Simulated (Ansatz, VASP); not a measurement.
# BaPbSO: VASP beside Ansatz, part 2 of 2

Aim: how closely do two programs agree when they are given the same cell, functional and k mesh? The cell is invented: As first built, before any earlier steps moved the atoms (in the runner's words): it takes the BaO structure with some of its atoms replaced by other elements, volume scaled by an estimate. It may not be a known or stable phase. The cell is taken from a series of VASP runs on this material, whose earlier steps may have relaxed, scaled or displaced it; both programs get it as it stands. Other levels of theory on this material are compared in a session of their own.

VASP 6.6.1 and Ansatz 0.2.0.

So far: Set-up; VASP: band structure, PBEsol.

## Step 3: Ansatz: band structure, PBEsol

Level of this step: Ansatz beside VASP: Kohn-Sham DFT, plane waves, PBEsol (Ansatz).

Ansatz runs on its default PAW (the set named soft_2) files.

The same cell, functional, mesh and smearing now go to Ansatz, which takes its cutoff from its data sets.

File input.yaml:

```yaml
crystal:
  lattice:
    - [3.5057891512, -2.0284323734, 0.0019404956]
    - [3.5057891512, 2.0284323734, 0.0019404956]
    - [-2.3354016464, 0.0, 6.6780514396]
  atoms:
    - { symbol: Pb, position: [0.503268333, 0.503268333, 0.5173146894] }
    - { symbol: Ba, position: [0.9808797546, 0.9808797546, 0.9443702113] }
    - { symbol: S, position: [0.757061009, 0.757061009, 0.2742546812] }
    - { symbol: O, position: [0.2549294194, 0.2549294194, 0.7650364191] }
hamiltonian:
  xc: pbesol
  pseudopotentials: { kind: paw }
kpoints:
  mp_grid: { grid: [7, 7, 4] }
  band_path:
    path:
      - [0.0, 0.0, 0.0]
      - [-0.16667, -0.16667, 0.0]
      - [-0.33333, -0.33333, 0.0]
      - [-0.5, -0.5, 0.0]
      - [-0.51023, -0.51023, 0.06262]
      - [-0.5225, -0.5225, 0.13776]
      - [-0.53068, -0.53068, 0.18786]
      - [-0.51841, -0.51841, 0.31271]
      - [-0.50818, -0.50818, 0.41676]
      - [-0.51245, -0.48755, 0.5]
      - [-0.57471, -0.42529, 0.5]
      - [-0.64942, -0.35058, 0.5]
      - [-0.29234, 0.29234, 0.5]
      - [-0.16705, 0.16705, 0.5]
      - [-0.06264, 0.06264, 0.5]
      - [0.0, 0.0, 0.5]
      - [-0.06258, -0.06258, 0.54162]
      - [-0.21902, -0.21902, 0.64567]
      - [-0.40674, -0.40674, 0.77053]
      - [-0.52081, -0.47919, 0.0]
      - [-0.58326, -0.41674, 0.0]
      - [-0.63529, -0.36471, 0.0]
      - [-0.27511, 0.27511, 0.0]
      - [-0.16048, 0.16048, 0.0]
      - [-0.02293, 0.02293, 0.0]
      - [-0.1, 0.0, 0.0]
      - [-0.3, 0.0, 0.0]
      - [-0.46667, 0.0, 0.0]
      - [-0.36667, 0.0, 0.36667]
      - [-0.2, 0.0, 0.2]
      - [0.0, 0.0, 0.0]
    npoints: 1
scf:
  occupations: { method: fermi_dirac, width: 0.05 }
  n_extra_bands: 8
output:
  forces: true
  stress: true
  eigenvalues: true
  write_density: true
  write_potential: true
  elf: true
  volumetric_format: npy
```

Launch:

```bash
ansatz run input.yaml --threads 2 --pin off --max-ram 4608MiB --backend cpu --events-out ev --progress --plain --runs-dir out
```

Numbers of over 12 decimals in the logs are rounded to 6 here.

The log of the run:

```text
scf.n_extra_bands = 8 over 18 filled bands (N_el = 36.0): the run solves 26 bands
Engine: ansatz 0.2.0, aarch64-unknown-linux-gnu
Pseudopotentials: kind: paw
Pseudopotential: Pb, paw, valence charge 14, recommended cutoff 420 eV (normal), Pb.paw.azcp
Pseudopotential: Ba, paw, valence charge 10, recommended cutoff 420 eV (normal), Ba.paw.azcp
Pseudopotential: S, paw, valence charge 6, recommended cutoff 420 eV (normal), S.paw.azcp
Pseudopotential: O, paw, valence charge 6, recommended cutoff 420 eV (normal), O.paw.azcp
Functional definition: PBEsol
  exchange = pbesol_x
  correlation = pbesol_c
Crystal: 4 atoms, lattice volume = 94.997 Å³
Basis set: ecut = 420 eV, 1861 PW (Γ), exchange–correlation on 60×60×96 points (8 copies of the dense FFT grid, shifted against one another)
Bands: 26, of which v1, the nominal top of the filled ones, is band 18 counted from 1 (17 counted from 0)
Symmetry: 2 space group operations
Space group: Cm (ITA 8), of the structure as read, at distance tolerance 4.6e-5 Å
k-points: 60 of 196 (time reversal used)
Non-local potential: Pb, projectors of the file, l = 0: 2, l = 1: 2, l = 2: 2, l = 3: 2
Non-local potential: Ba, projectors of the file, l = 0: 3, l = 1: 2, l = 2: 2, l = 3: 2
Non-local potential: S, projectors of the file, l = 0: 2, l = 1: 2, l = 2: 2
Non-local potential: O, projectors of the file, l = 0: 2, l = 1: 2, l = 2: 1
PAW form: soft (Blöchl's): semilocal exchange-correlation on the pseudo side does not see the compensation charge
PAW frozen core: Pb, regenerated for the run's functional, and the local potential with it (the file was generated under x = pbe(κ = 0.804, μ = 0.219515), c = pbe(β = 0.066725))
PAW frozen core: Ba, regenerated for the run's functional, and the local potential with it (the file was generated under x = pbe(κ = 0.804, μ = 0.219515), c = pbe(β = 0.066725))
PAW frozen core: S, regenerated for the run's functional, and the local potential with it (the file was generated under x = pbe(κ = 0.804, μ = 0.219515), c = pbe(β = 0.066725))
PAW frozen core: O, regenerated for the run's functional, and the local potential with it (the file was generated under x = pbe(κ = 0.804, μ = 0.219515), c = pbe(β = 0.066725))
PAW one-centre angular grid: Pb, 590 points (default); XC on 64 Gauss nodes
PAW one-centre angular grid: Ba, 194 points (default); XC on 64 Gauss nodes
PAW one-centre angular grid: S, 110 points (default); XC on 64 Gauss nodes
PAW one-centre angular grid: O, 110 points (default); XC on 64 Gauss nodes
Initial density: superposition of atomic densities (neutral atoms: chi_scale 0, normalization atom), corrected by the library's trained network
Initial wavefunctions: pseudopotential atomic-orbital guess
Functional: x = pbesol(κ = 0.804, μ = 0.123457), c = pbesol(β = 0.046)
SCF iter   1: F=—  HF=-19066.914548 eV  |F-HF|=—  |Δ(HF+E_count)|=         —  Δρ=1.06e-2  dr2=1.19e-1  ethr=1.77e-3  ⟨swp⟩=9.8  Hψ=9991  notcnv=0  defer=19
preconditioner: auto → Resta (q_TF=auto, 2.321 Å⁻¹)  ε∞=3.4  [insulator: Δε(μ)=1.763 eV  Ē_g=14.488 eV  σ=0.050 eV  W_gap=1.00  n_scr=22 (ndim 8)  ℏωp=22.2 eV  f_vac=0.001  D(μ)=0.00/eV (n_scr^D=0)  ε∞_Penn≈3.4]
SCF iter   2: F=—  HF=-19066.894906 eV  |F-HF|=—  |Δ(HF+E_count)|=   1.96e-2  Δρ=4.46e-3  dr2=2.58e-2  ethr=3.29e-4  ⟨swp⟩=2.0  Hψ=2282  notcnv=0  defer=115
SCF iter   3: F=—  HF=-19066.890736 eV  |F-HF|=—  |Δ(HF+E_count)|=   4.17e-3  Δρ=9.09e-4  dr2=8.01e-4  ethr=7.16e-5  ⟨swp⟩=2.0  Hψ=1944  notcnv=0  defer=144
SCF iter   4: F=—  HF=-19066.890572 eV  |F-HF|=—  |Δ(HF+E_count)|=   1.64e-4  Δρ=2.33e-4  dr2=9.39e-5  ethr=2.22e-6  ⟨swp⟩=2.0  Hψ=1864  notcnv=0  defer=144
SCF iter   5: F=—  HF=-19066.890583 eV  |F-HF|=—  |Δ(HF+E_count)|=   1.03e-5  Δρ=1.12e-4  dr2=2.10e-5  ethr=2.61e-7  ⟨swp⟩=1.5  Hψ=1661  notcnv=0  defer=144
SCF iter   6: F=—  HF=-19066.890582 eV  |F-HF|=—  |Δ(HF+E_count)|=   9.01e-7  Δρ=3.15e-5  dr2=1.97e-6  ethr=5.84e-8  ⟨swp⟩=2.1  Hψ=2046  notcnv=0  defer=144
SCF iter   7: F=-19066.890581 eV  HF=-19066.890582 eV  |F-HF|=5.74e-8  |Δ(HF+E_count)|=   1.46e-7  Δρ=6.27e-6  dr2=8.99e-8  ethr=2.78e-10  ⟨swp⟩=13.4  Hψ=13376  notcnv=0
SCF 1 converged in 7 iterations: F = -19066.890581 eV  dr2 = 8.99e-8
  greatest PAW one-centre occupation: 0.982 electrons in one spin orbital (limit 2), on the Pb atom at site 0 (counted from 0), in its partial waves of l = 2
NSCF: frozen V_eff on 31 k-points
SCF converged after 7 iterations
Free energy (F): -19066.890581 eV
Harris-Foulkes:  -19066.890582 eV  (|F-HF|=5.74e-8)
Internal energy: -19066.890581 eV  (E = F + TS)
E sigma→0 (E₀):  -19066.890581 eV
Fermi energy:    8.961001 eV
--- Per-component energies (eV) ---
  E_band       = -76.670488
  E_kinetic    = 737.127900
  E_local      = -1899.378928  (includes V_loc(G=0)·N_el)
  E_nonlocal   = 487.450306
  E_hartree    = 728.820851
  E_xc         = -556.872473
  E_vxc        = -451.631066  (∫ρ·V_xc dr)
  E_paw        = -16129.502914  (= ΣΔE_a)
  E_vpaw       = -407.891703  (= ΣTr[D̂ρ^β])
  E_aug_tail   = 0.002388  (compensation charges beyond the density's cutoff)
  E_ewald      = -2434.848497
  E_core_change = 0.310787  (= ΣΔE_core)
  E_smearing   = -0.000000  (= −TS)
  E_closure    = 0.000000  (closes the sum)
  Σ components = -19066.890581   (vs F -19066.890581, Δ=0.00e0)
--- Forces (eV/Å), atoms counted from 1 ---
  atom   1  Pb    -0.00086307     0.00000000     0.01504471
  atom   2  Ba     0.00009947     0.00000000    -0.11285306
  atom   3  S      0.00069058     0.00000000    -0.06451548
  atom   4  O      0.00007223     0.00000000     0.16254278
  max |Σ_I F_I| component: 2.19e-4 eV/Å
--- Stress (GPa, compression-positive) ---
       -0.832945       0.000000      -0.009957
        0.000000      -0.843251       0.000000
       -0.009957       0.000000      -0.649489
  P = ⅓ Tr σ = -0.7752 GPa (-7.752 kbar)
--- Band table (eV; the first three rows and the last of 60) ---
  k-point 0: bands = [... 14 lower, 6.6617, 6.8279, 7.0608, 7.0811, 10.4405, 12.6062, 12.6471, 12.6938, ... 4 higher]
  k-point 1: bands = [... 14 lower, 6.3163, 7.1425, 7.1632, 7.4958, 10.1636, 12.1965, 12.2090, 12.2424, ... 4 higher]
  k-point 2: bands = [... 14 lower, 6.2744, 7.2181, 7.2393, 7.9712, 9.8521, 11.7941, 11.9395, 11.9703, ... 4 higher]
  k-point 59: bands = [... 14 lower, 5.8804, 6.7765, 7.1390, 7.8170, 10.8785, 11.5831, 12.1276, 13.0187, ... 4 higher]
```

Wall time 10 s (2 threads of Arm Neoverse V2, shared host); peak memory 0.44 GiB.

## Step 4: Comparison

Known differences besides the potentials themselves: the cutoff is 420 eV in Ansatz and 520 eV in VASP; Ansatz makes its cores anew for this functional, VASP keeps those of its PBE data sets; VASP leaves aspherical gradient terms in its spheres out (LASPH is not set), Ansatz keeps them. Total energies have different zeros and are not compared.

Compared:

```
                                        quantity  Ansatz   VASP  difference
                                  pressure (GPa)   -0.78   0.01       -0.78
pressure without Ansatz's Pulay correction (GPa)   -0.92   0.01       -0.92
                   gap over the path points (eV)   1.881  1.845      +0.036
```

Levels at points of the path, from each program's valence-band top (eV; 4 filled, then empty):

| k (reciprocal lattice) | Ansatz | VASP |
| --- | --- | --- |
| 0.000 0.000 0.000 | -1.31 -1.14 -0.91 -0.89 2.47 4.63 4.68 | -1.30 -1.19 -0.91 -0.89 2.45 4.65 4.69 |
| -0.167 -0.167 0.000 | -1.73 -0.98 -0.84 -0.17 2.53 3.58 4.29 | -1.76 -0.98 -0.84 -0.17 2.51 3.57 4.28 |
| -0.333 -0.333 0.000 | -1.79 -1.08 -1.03 -0.26 2.61 3.28 3.87 | -1.81 -1.09 -1.04 -0.28 2.59 3.26 3.85 |
| -0.500 -0.500 0.000 | -1.65 -1.34 -1.26 -0.79 2.87 3.17 3.65 | -1.67 -1.38 -1.29 -0.82 2.85 3.13 3.65 |
| -0.510 -0.510 0.063 | -1.68 -1.31 -1.24 -0.74 2.86 3.17 3.68 | -1.70 -1.34 -1.27 -0.78 2.84 3.13 3.68 |
| -0.522 -0.522 0.138 | -1.76 -1.23 -1.17 -0.61 2.83 3.17 3.80 | -1.78 -1.25 -1.20 -0.64 2.80 3.13 3.80 |
| -0.531 -0.531 0.188 | -1.82 -1.16 -1.11 -0.51 2.79 3.18 3.92 | -1.84 -1.18 -1.13 -0.54 2.77 3.15 3.91 |
| -0.518 -0.518 0.313 | -2.01 -0.93 -0.91 -0.24 2.60 3.34 4.39 | -2.04 -0.94 -0.94 -0.26 2.57 3.32 4.39 |
| -0.508 -0.508 0.417 | -2.11 -0.81 -0.80 -0.08 2.47 3.50 4.59 | -2.14 -0.83 -0.81 -0.10 2.44 3.48 4.61 |
| -0.512 -0.488 0.500 | -2.13 -0.82 -0.75 -0.04 2.45 3.55 4.57 | -2.16 -0.83 -0.76 -0.06 2.41 3.54 4.58 |

At this near-relaxed geometry the largest component of a force difference is 159 meV/Å. Among the levels compared at these points, filled levels agree within 44 meV and empty ones within 41 meV. Ansatz's pressure holds a Pulay correction of 0.14 GPa; VASP's holds none.

## Step 5: What the set-up changes

Further runs change the set-up of one program: Ansatz's method, potentials or start, or VASP's data sets, cutoff or form of LDA. The table gives Ansatz less VASP for each quantity, since a change that brings one quantity closer may part another.

```csv
run,r.m.s. force difference (meV/Å),pressure (GPa),gap over the path points (eV),pressure without Ansatz's Pulay correction (GPa)
as above,59,-0.78,0.036,-0.92
cores kept as stored,58,-0.76,0.036,-0.90
Ansatz's all-electron LAPW method,59,-0.77,0.035,
Ansatz's larger PAW set (cutoff 900 eV),59,-0.77,0.039,
norm-conserving potentials (cutoff 1143 eV),60,-0.88,0.038,
```

## Step 6: What came out

```json
{
 "r.m.s. force difference (band structure, PBEsol)": "59 meV/Å",
 "difference in pressure (band structure, PBEsol)": "-0.78 GPa"
}
```

What this shows: The r.m.s. force difference is 59 meV/Å (band structure, PBEsol), beyond the 12 meV/Å picked in this series as the mark of a large difference. For band structure, PBEsol, no further run moves any of the tabulated differences by more than a quarter of its size. 13 further runs of this series are not shown here. Such differences can come from data sets, numerical settings and the points named under the comparisons, not from the functional's error against experiment.

[Lines on the potential files, build, host, timing and source positions are cut from VASP's logs without a mark.]

[Logs are printed without paths, hosts, clocks, repeated set-up lines and the standing remarks that a program may print on its own settings, such as how far it seeks lower states.]

[Hosts, paths, dates, database ids (printed as entryN), source tags and the programs' standing remarks are cut or masked in the printed files.]
